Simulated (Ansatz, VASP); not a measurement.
**Cross-check of BaZrO3 between VASP and Ansatz**

One calculation is typed for both programs; each brings its own data sets and cutoff. How far apart do they land? The cell is taken from a series of VASP runs on this material, whose earlier steps may have relaxed, scaled or displaced it; both programs get it as it stands. Other levels of theory on this material are compared in a session of their own.

Method: plane waves, with VASP 6.6.1 beside it; band structure at LDA, in Ansatz 0.2.0.

## 1. The structure

It takes space group Pm-3m (No. 221, cubic). The conventional cell has a = 4.159 Å, b = 4.159 Å, c = 4.159 Å, α = 90.00°, β = 90.00°, γ = 90.00°. Nearest to Ba lie 12 O at 2.94 Å. Nearest to Zr lie 6 O at 2.08 Å. Nearest to O lie 2 Zr at 2.08 Å and 4 Ba at 2.94 Å. Farther neighbours and most contacts between anions are not listed.

Coordinates:

```cif
data_structure
_symmetry_space_group_name_H-M 'Pm-3m'
_symmetry_Int_Tables_number 221
_cell_length_a 4.1595
_cell_length_b 4.1595
_cell_length_c 4.1595
_cell_angle_alpha 90.000
_cell_angle_beta 90.000
_cell_angle_gamma 90.000
_cell_volume 71.96
loop_
_atom_site_label
_atom_site_type_symbol
_atom_site_symmetry_multiplicity
_atom_site_Wyckoff_symbol
_atom_site_fract_x
_atom_site_fract_y
_atom_site_fract_z
_atom_site_occupancy
Ba1 Ba 1 a 0.00000 0.00000 0.00000 1
Zr1 Zr 1 b 0.50000 0.50000 0.50000 1
O1 O 3 c 0.50000 0.50000 0.00000 1
```

## 2. Ansatz: band structure, LDA

Ansatz runs on its default PAW (the set named soft_2) files.

Levels along a path test the potential and the projectors away from the mesh points.

input.yaml

```yaml
crystal:
  lattice:
    - [4.1594782607, 0.0, 0.0]
    - [0.0, 4.1594782607, 0.0]
    - [0.0, 0.0, 4.1594782607]
  atoms:
    - { symbol: Ba, position: [0.0, 0.0, 0.0] }
    - { symbol: Zr, position: [0.5, 0.5, 0.5] }
    - { symbol: O, position: [0.5, 0.5, 0.0] }
    - { symbol: O, position: [0.5, 0.0, 0.5] }
    - { symbol: O, position: [0.0, 0.5, 0.5] }
hamiltonian:
  xc: lda
  pseudopotentials: { kind: paw }
kpoints:
  mp_grid: { grid: [5, 5, 5] }
  band_path:
    path:
      - [0.0, 0.0, 0.0]
      - [0.0, 0.1, 0.0]
      - [0.0, 0.2, 0.0]
      - [0.0, 0.3, 0.0]
      - [0.0, 0.43333, 0.0]
      - [0.0, 0.5, 0.0]
      - [0.1, 0.5, 0.0]
      - [0.2, 0.5, 0.0]
      - [0.33333, 0.5, 0.0]
      - [0.43333, 0.5, 0.0]
      - [0.5, 0.5, 0.0]
      - [0.36667, 0.36667, 0.0]
      - [0.26667, 0.26667, 0.0]
      - [0.16667, 0.16667, 0.0]
      - [0.06667, 0.06667, 0.0]
      - [0.03333, 0.03333, 0.03333]
      - [0.13333, 0.13333, 0.13333]
      - [0.23333, 0.23333, 0.23333]
      - [0.33333, 0.33333, 0.33333]
      - [0.46667, 0.46667, 0.46667]
      - [0.5, 0.5, 0.5]
      - [0.46667, 0.5, 0.46667]
      - [0.36667, 0.5, 0.36667]
      - [0.23333, 0.5, 0.23333]
      - [0.13333, 0.5, 0.13333]
      - [0.03333, 0.5, 0.03333]
      - [0.5, 0.5, 0.03333]
      - [0.5, 0.5, 0.16667]
      - [0.5, 0.5, 0.26667]
      - [0.5, 0.5, 0.36667]
      - [0.5, 0.5, 0.5]
    npoints: 1
scf:
  occupations: { method: fermi_dirac, width: 0.05 }
  n_extra_bands: 8
output:
  forces: true
  stress: true
  eigenvalues: true
  write_density: true
  write_potential: true
  elf: true
  volumetric_format: npy
```

Launch:

```bash
ansatz run input.yaml --threads 2 --pin off --max-ram 4608MiB --backend cpu --events-out ev --progress --plain --runs-dir out
```

Numbers of over 12 decimals in the logs are rounded to 6 here.

Log:

```text
scf.n_extra_bands = 8 over 20 filled bands (N_el = 40.0): the run solves 28 bands
Engine: ansatz 0.2.0, x86_64-unknown-linux-gnu
Pseudopotentials: kind: paw
Pseudopotential: Ba, paw, valence charge 10, recommended cutoff 420 eV (normal), Ba.paw.azcp
Pseudopotential: Zr, paw, valence charge 12, recommended cutoff 420 eV (normal), Zr.paw.azcp
Pseudopotential: O, paw, valence charge 6, recommended cutoff 420 eV (normal), O.paw.azcp
Functional definition: SPW92
  exchange = slater_x
  correlation = pw_c
Crystal: 5 atoms, lattice volume = 71.964 Å³
Basis set: ecut = 420 eV, 1365 PW (Γ)
Bands: 28, of which v1, the nominal top of the filled ones, is band 20 counted from 1 (19 counted from 0)
Symmetry: 48 space group operations
Space group: Pm-3m (ITA 221), of the structure as read, at distance tolerance 4.2e-5 Å
k-points: 10 of 125
Non-local potential: Ba, projectors of the file, l = 0: 3, l = 1: 2, l = 2: 2, l = 3: 2
Non-local potential: Zr, projectors of the file, l = 0: 3, l = 1: 2, l = 2: 2, l = 3: 2
Non-local potential: O, projectors of the file, l = 0: 2, l = 1: 2, l = 2: 1
PAW form: soft (Blöchl's): semilocal exchange-correlation on the pseudo side does not see the compensation charge
PAW frozen core: Ba, regenerated for the run's functional, and the local potential with it (the file was generated under x = pbe(κ = 0.804, μ = 0.219515), c = pbe(β = 0.066725))
PAW frozen core: Zr, regenerated for the run's functional, and the local potential with it (the file was generated under x = pbe(κ = 0.804, μ = 0.219515), c = pbe(β = 0.066725))
PAW frozen core: O, regenerated for the run's functional, and the local potential with it (the file was generated under x = pbe(κ = 0.804, μ = 0.219515), c = pbe(β = 0.066725))
PAW one-centre angular grid: Ba, 194 points (default); XC on 64 Gauss nodes
PAW one-centre angular grid: Zr, 590 points (default); XC on 64 Gauss nodes
PAW one-centre angular grid: O, 110 points (default); XC on 64 Gauss nodes
Initial density: superposition of atomic densities (neutral atoms: chi_scale 0, normalization atom), corrected by the library's trained network
Initial wavefunctions: pseudopotential atomic-orbital guess
Functional: x = slater, c = lda
SCF iter   1: F=—  HF=-11532.431175 eV  |F-HF|=—  |Δ(HF+E_count)|=         —  Δρ=1.62e-2  dr2=1.75e-1  ethr=1.77e-3  ⟨swp⟩=7.9  Hψ=1532  notcnv=0  defer=2
preconditioner: auto → Resta (q_TF=auto, 2.474 Å⁻¹)  ε∞=3.6  [insulator: Δε(μ)=3.031 eV  Ē_g=16.858 eV  σ=0.050 eV  W_gap=1.00  n_scr=18 (ndim 8)  ℏωp=27.0 eV  f_vac=0.000  D(μ)=0.00/eV (n_scr^D=0)  ε∞_Penn≈3.6]
SCF iter   2: F=—  HF=-11532.390207 eV  |F-HF|=—  |Δ(HF+E_count)|=   4.10e-2  Δρ=5.86e-3  dr2=1.19e-2  ethr=4.39e-4  ⟨swp⟩=2.4  Hψ=535  notcnv=0  defer=24
SCF iter   3: F=—  HF=-11532.387119 eV  |F-HF|=—  |Δ(HF+E_count)|=   3.09e-3  Δρ=2.05e-3  dr2=1.61e-3  ethr=2.98e-5  ⟨swp⟩=2.0  Hψ=433  notcnv=0  defer=24
SCF iter   4: F=—  HF=-11532.386682 eV  |F-HF|=—  |Δ(HF+E_count)|=   4.36e-4  Δρ=2.60e-4  dr2=2.18e-5  ethr=4.02e-6  ⟨swp⟩=2.0  Hψ=359  notcnv=0  defer=24
SCF iter   5: F=—  HF=-11532.386679 eV  |F-HF|=—  |Δ(HF+E_count)|=   3.77e-6  Δρ=3.72e-5  dr2=9.53e-7  ethr=5.45e-8  ⟨swp⟩=2.0  Hψ=413  notcnv=0  defer=24
SCF iter   6: F=-11532.386679 eV  HF=-11532.386679 eV  |F-HF|=1.38e-8  |Δ(HF+E_count)|=   2.20e-7  Δρ=6.67e-6  dr2=3.03e-8  ethr=2.50e-10  ⟨swp⟩=14.4  Hψ=2319  notcnv=0
SCF 1 converged in 6 iterations: F = -11532.386679 eV  dr2 = 3.03e-8
  greatest PAW one-centre occupation: 0.997 electrons in one spin orbital (limit 2), on the Zr atom at site 1 (counted from 0), in its partial waves of l = 0
NSCF: frozen V_eff on 31 k-points
SCF converged after 6 iterations
Free energy (F): -11532.386679 eV
Harris-Foulkes:  -11532.386679 eV  (|F-HF|=1.38e-8)
Internal energy: -11532.386679 eV  (E = F + TS)
E sigma→0 (E₀):  -11532.386679 eV
Fermi energy:    11.332908 eV
--- Per-component energies (eV) ---
  E_band       = -89.513103
  E_kinetic    = 1031.936764
  E_local      = -1919.312764  (includes V_loc(G=0)·N_el)
  E_nonlocal   = 289.072180
  E_hartree    = 675.886288
  E_xc         = -549.727432
  E_vxc        = -612.441559  (∫ρ·V_xc dr)
  E_paw        = -8346.781640  (= ΣΔE_a)
  E_vpaw       = -230.551359  (= ΣTr[D̂ρ^β])
  E_aug_tail   = 0.007655  (compensation charges beyond the density's cutoff)
  E_ewald      = -2714.411410
  E_core_change = 0.943681  (= ΣΔE_core)
  E_smearing   = -0.000000  (= −TS)
  E_closure    = -0.000000  (closes the sum)
  Σ components = -11532.386679   (vs F -11532.386679, Δ=0.00e0)
--- Forces (eV/Å), atoms counted from 1 ---
  atom   1  Ba     0.00000000     0.00000000     0.00000000
  atom   2  Zr     0.00000000    -0.00000000    -0.00000000
  atom   3  O      0.00000000    -0.00000000    -0.00000000
  atom   4  O      0.00000000    -0.00000000     0.00000000
  atom   5  O      0.00000000     0.00000000     0.00000000
  max |Σ_I F_I| component: 9.09e-29 eV/Å
--- Stress (GPa, compression-positive) ---
       -1.501042       0.000000       0.000000
        0.000000      -1.501042       0.000000
        0.000000       0.000000      -1.501042
  P = ⅓ Tr σ = -1.5010 GPa (-15.010 kbar)
--- Band table (eV; the first three rows and the last of 10) ---
  k-point 0: bands = [... 16 lower, 8.6992, 9.5873, 9.5873, 9.5873, 12.9284, 12.9284, 12.9284, 14.4050, ... 4 higher]
  k-point 1: bands = [... 16 lower, 8.4310, 8.7136, 9.4761, 9.4761, 13.0484, 13.7990, 13.7990, 15.0130, ... 4 higher]
  k-point 2: bands = [... 16 lower, 8.0179, 8.0639, 9.3752, 9.3752, 13.2727, 15.2727, 15.2727, 16.0656, ... 4 higher]
  k-point 9: bands = [... 16 lower, 7.2419, 9.5230, 9.5230, 9.6382, 15.8332, 15.9953, 15.9953, 16.8807, ... 4 higher]
```

Run time: 1.2 s. Hardware: 2 threads of Intel Xeon Platinum 8488C (Sapphire Rapids), shared host; peak memory 0.4 GiB; 2.2 s of CPU time.

## 3. VASP: band structure, LDA

The same cell, functional (in two slightly different forms), mesh and smearing now go to VASP, with its own data sets and cutoff.

Lines of VASP's logs that name or quote its potential files are left out, and so is its time.

INCAR

```
SYSTEM = BaZrO3
PREC = Accurate
ENCUT = 520
EDIFF = 1E-06
NELM = 100
ISMEAR = -1
SIGMA = 0.05
LREAL = .FALSE.
ALGO = Normal
GGA = CA
NBANDS = 35
LORBIT = 11
LWAVE = .FALSE.
LCHARG = .FALSE.
KPAR = 2
```

POSCAR

```
BaZrO3
1.0
    4.1594782607      0.0000000000      0.0000000000
    0.0000000000      4.1594782607      0.0000000000
    0.0000000000      0.0000000000      4.1594782607
Ba Zr O
1 1 3
Direct
    0.0000000000      0.0000000000      0.0000000000
    0.5000000000      0.5000000000      0.5000000000
    0.5000000000      0.5000000000      0.0000000000
    0.5000000000      0.0000000000      0.5000000000
    0.0000000000      0.5000000000      0.5000000000
```

KPOINTS

```
Automatic mesh
0
Gamma
5 5 5
0 0 0
```

KPOINTS_OPT

```
Line mode
16
Line-mode
Reciprocal
  0.00000000   0.00000000   0.00000000 GAMMA
  0.00000000   0.50000000   0.00000000 X

  0.00000000   0.50000000   0.00000000 X
  0.50000000   0.50000000   0.00000000 M

  0.50000000   0.50000000   0.00000000 M
  0.00000000   0.00000000   0.00000000 GAMMA

  0.00000000   0.00000000   0.00000000 GAMMA
  0.50000000   0.50000000   0.50000000 R

  0.50000000   0.50000000   0.50000000 R
  0.00000000   0.50000000   0.00000000 X

  0.50000000   0.50000000   0.00000000 M
  0.50000000   0.50000000   0.50000000 R
```

Potentials, in the order of the species: Ba_sv, Zr_sv and O (LDA family, release 64).

Launch:

```bash
mpirun -np 2 vasp_std
```

Log:

```text
[banner, memory and clock lines left out]
running    2 mpi-ranks, on    1 nodes
 distrk:  each k-point on    1 cores,    2 groups
 distr:  one band on    1 cores,    1 groups

 POSCAR found type information on POSCAR BaZrO
 POSCAR found :  3 types and       5 ions
 LDA part: xc-table for (Slater(with rela. corr.)+CA(PZ))
 , standard interpolation
 POSCAR, INCAR and KPOINTS ok, starting setup
 FFT: planning ... GRIDC
 FFT: planning ... GRID_SOFT
 FFT: planning ... GRID
 WAVECAR not read
 entering main loop
       N       E                     dE             d eps       ncg     rms          rms(c)
DAV:   1     0.282449352933E+03    0.28245E+03   -0.21325E+04   700   0.112E+03
DAV:   2    -0.335824345601E+02   -0.31603E+03   -0.30250E+03   835   0.299E+02
DAV:   3    -0.525416752728E+02   -0.18959E+02   -0.18817E+02  1029   0.658E+01
DAV:   4    -0.530698225256E+02   -0.52815E+00   -0.52630E+00   988   0.806E+00
DAV:   5    -0.530740267482E+02   -0.42042E-02   -0.42040E-02   903   0.723E-01    0.306E+01
DAV:   6    -0.460649464574E+02    0.70091E+01   -0.20398E+01   776   0.301E+01    0.118E+01
DAV:   7    -0.458247982912E+02    0.24015E+00   -0.18556E+00   876   0.713E+00    0.959E+00
DAV:   8    -0.457644479140E+02    0.60350E-01   -0.44647E-01   834   0.450E+00    0.338E+00
DAV:   9    -0.457400783737E+02    0.24370E-01   -0.74544E-02   791   0.172E+00    0.611E-01
DAV:  10    -0.457399745203E+02    0.10385E-03   -0.55617E-03   872   0.543E-01    0.144E-01
DAV:  11    -0.457398983383E+02    0.76182E-04   -0.57687E-04   783   0.186E-01    0.332E-02
DAV:  12    -0.457399015169E+02   -0.31786E-05   -0.35581E-05   874   0.388E-02    0.386E-02
DAV:  13    -0.457398992033E+02    0.23137E-05   -0.46386E-06   808   0.175E-02    0.204E-03
DAV:  14    -0.457398992419E+02   -0.38621E-07   -0.33056E-07   441   0.402E-03
   1 F= -.45739899E+02 E0= -.45739899E+02  d E =-.635277E-10
 Start KPOINTS_OPT (optional k-point list driver)
k-point batch [1-10\96]
       N       E                     dE             ncg
DAV:   1    -0.133919976347E+03   -0.24613E+04      700
DAV:   2    -0.305083425815E+04   -0.29169E+04      859
DAV:   3    -0.323384520908E+04   -0.18301E+03     1037
DAV:   4    -0.323704035197E+04   -0.31951E+01     1029
DAV:   5    -0.323706840257E+04   -0.28051E-01      917
DAV:   6    -0.323706860282E+04   -0.20025E-03      912
DAV:   7    -0.323706860922E+04   -0.64039E-05      850
DAV:   8    -0.323706860943E+04   -0.20429E-06      629
[...]
k-point batch [91-96\96]
       N       E                     dE             ncg
DAV:   1     0.556033098474E+04   -0.88797E+04      420
DAV:   2     0.372220417836E+04   -0.18381E+04      502
DAV:   3     0.359504222396E+04   -0.12716E+03      704
DAV:   4     0.359264067317E+04   -0.24016E+01      576
DAV:   5     0.359260100268E+04   -0.39670E-01      529
DAV:   6     0.359260072631E+04   -0.27638E-03      528
DAV:   7     0.359260072054E+04   -0.57716E-05      521
DAV:   8     0.359260072040E+04   -0.13308E-06      384
```

[end of part 1 of 2]

[Lines on the potential files, build, host, timing and source positions are cut from VASP's logs without a mark.]

[Logs are printed without paths, hosts, clocks, repeated set-up lines and the standing remarks that a program may print on its own settings, such as how far it seeks lower states.]

[Hosts, paths, dates, database ids (printed as entryN), source tags and the programs' standing remarks are cut or masked in the printed files.]
